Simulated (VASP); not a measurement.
MnS (space group Fm-3m): computed properties

Method: r2SCAN meta-GGA, VASP's PBE PAW potentials (set 64) (plane waves; VASP).

```
Item                                                                  Result
----------------------------------  ----------------------------------------
space group                                                      Fm-3m (225)
cell                                a = b = c = 5.2145 Å, α = β = γ = 90.00°
volume per atom                                                17.72 Å³/atom
band gap (over mesh and band path)  none (metal, semimetal or under 0.01 eV)
cell moment                                                          5.00 μB
density                                                           4.08 g/cm³
```

```
CELL_PARAMETERS angstrom
      0.00000     2.60724     2.60724
      2.60724     0.00000     2.60724
      2.60724     2.60724     0.00000
ATOMIC_POSITIONS crystal
  Mn 0.00000 0.00000 0.00000
  S  0.50000 0.50000 0.50000
```
Starting moments (μB, in the order of the record's atoms Mn S): 4.5 0.1.

The moments were started parallel, and other spin orders were not tried in this run.

The structure comes from a measured MnS entry (Fm-3m) of the Crystallography Open Database, whose conditions weren't checked. It was relaxed first. Symmetry was kept, so distortions that lower it aren't found.
